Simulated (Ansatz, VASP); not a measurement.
CuAs: VASP beside Ansatz

File INCAR:

```
SYSTEM = CuAs
PREC     = Accurate       ! precision mode
ENCUT    = 520            ! plane-wave cutoff, eV
EDIFF    = 1E-6           ! SCF threshold, eV
ISMEAR   = 0              ! smearing method
SIGMA    = 0.15           ! smearing width, eV
LREAL    = .FALSE.        ! projectors in reciprocal space
LASPH    = .TRUE.         ! aspherical terms in the spheres
NELM     = 100            ! most SCF steps
ALGO     = Normal         ! electronic algorithm
ISIF     = 2              ! what is computed and relaxed
LWAVE    = .FALSE.        ! write WAVECAR
LCHARG   = .TRUE.         ! write CHGCAR
LELF     = .TRUE.         ! ELF
LVHAR    = .TRUE.       
NBANDS   = 24             ! bands
```

The input KPOINTS:

```
Automatic mesh
0
G
  12 12 8
  0 0 0
```

Contents of POSCAR:

```
CuAs
1.0
    3.6915000000      0.0000000000      0.0000000000
   -1.8457500000      3.1969327781      0.0000000000
    0.0000000000      0.0000000000      4.8580437534
Cu As
2 2
Direct
    0.0000000000      0.0000000000      0.5000000000
    0.0000000000      0.0000000000      0.0000000000
    0.6666666667      0.3333333333      0.7500000000
    0.3333333333      0.6666666667      0.2500000000
```

Input for Ansatz:

```yaml
crystal:
  lattice:
    - [3.6915, 0.0, 0.0]
    - [-1.84575, 3.1969327781, 0.0]
    - [0.0, 0.0, 4.8580437534]
  atoms:
    - { symbol: Cu, position: [0.0, 0.0, 0.5] }
    - { symbol: Cu, position: [0.0, 0.0, 0.0] }
    - { symbol: As, position: [0.6666666667, 0.3333333333, 0.75] }
    - { symbol: As, position: [0.3333333333, 0.6666666667, 0.25] }
basis:
  ecutwfc: 520.0
kpoints:
  mp_grid: { grid: [12, 12, 8] }
hamiltonian:
  xc: lda
scf:
  occupations: { method: gaussian, width: 0.15 }
output:
  forces: true
  stress: true
  eigenvalues: true
```

Alike in both runs: task single point; functional LDA; k mesh 12 × 12 × 8; occupations gaussian, width 0.15 eV; no spin polarisation.

|  | VASP | Ansatz |
| --- | --- | --- |
| version | VASP 6.6.1 | Ansatz 0.2.0 |
| potentials or method | VASP PAW LDA potentials, release 64 (Cu, As) | scalar-relativistic, plane waves, PAW |
| plane-wave cutoff (eV) | 520 | 520 |
| valence electrons in the cell | 32 | 68 |

|  | VASP | Ansatz | Ansatz less VASP |
| --- | --- | --- | --- |
| gap on the k mesh at the Fermi level (eV) | none | none | - |
| pressure (GPa) | 7.4 | 6.8 | -0.56 |
| largest component of the traceless stress (GPa) | 2.01 | 2.03 | +0.028 |

A gap of «none» marks a metal or a gap that the smearing closes. The two sets of potentials don't hold the same shells in valence.
